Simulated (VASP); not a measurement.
Energy against volume of Lu (hcp). Computed with vdW-DF2, VASP's PBE PAW potentials (set 64) (plane waves; VASP). Settings: 520 eV cut-off, 12×12×7 Γ-centred mesh, first-order Methfessel-Paxton smearing of 0.10 eV, potentials Lu_3.

Shape and ions are relaxed at each volume.

```json
[
 {"V (Å³/atom)": "28.472", "E (eV/atom)": "-1.28955"},
 {"V (Å³/atom)": "29.380", "E (eV/atom)": "-1.30437"},
 {"V (Å³/atom)": "30.289", "E (eV/atom)": "-1.30980"},
 {"V (Å³/atom)": "31.198", "E (eV/atom)": "-1.30699"}
]
```

Fit these four points and predict the energy of the run at 32.106 Å³/atom.

A cubic in V^(−2/3), the third-order Birch-Murnaghan form, passes through the four points with V0 = 30.41 Å³/atom and B0 = 48 GPa, and gives -1.2970 eV/atom there. The run gave -1.2970 eV/atom, -0.0 meV/atom from the fit; all five points give B0 = 48 GPa.

The compound is Lu in the hcp structure. It was relaxed first.
